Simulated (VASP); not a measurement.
Data:

```
Mg3Sb2
1.0
    2.29738    -3.97918     0.00000
    2.29738     3.97918     0.00000
    0.00000     0.00000     7.24674
Mg Sb
3 2
Direct
  0.00000   0.00000   0.00000
  0.33333   0.66667   0.63380
  0.66667   0.33333   0.36620
  0.33333   0.66667   0.22573
  0.66667   0.33333   0.77427
```

Level of theory: TPSS meta-GGA, VASP's PBE PAW potentials (set 64) (plane waves; VASP). Numerical set-up: 520 eV cut-off, 6×6×4 Γ-centred mesh, tetrahedra with Blöchl corrections, potentials Mg Sb.

Unless said otherwise, spin-orbit coupling is left out, though it shifts the bands of the heavy elements here.

Q: Give the energies of bands 3 to 11 at the high-symmetry points, in eV from the valence-band maximum.

A: 
```tsv
band	Γ	M	K	A	L	H
3	-4.91	-4.68	-4.37	-3.05	-4.92	-4.32
4	-1.15	-3.78	-3.61	-3.00	-4.61	-4.32
5	-1.15	-3.25	-3.61	-0.82	-1.90	-4.00
6	-0.45	-2.34	-2.56	-0.82	-1.67	-3.38
7	-0.45	-2.19	-2.56	-0.79	-1.66	-0.99
8	0.00	-0.93	-2.55	-0.79	-1.54	-0.99
9	1.23	0.45	0.30	1.82	0.59	1.88
10	1.30	2.06	4.13	2.00	1.30	1.88
11	3.13	2.13	4.32	2.80	1.86	2.54
```

The gap is indirect, 0.30 eV, from the valence maximum at Γ to the conduction minimum at K.

The compound is Mg3Sb2 in the a-la2o3 structure. It was relaxed first.
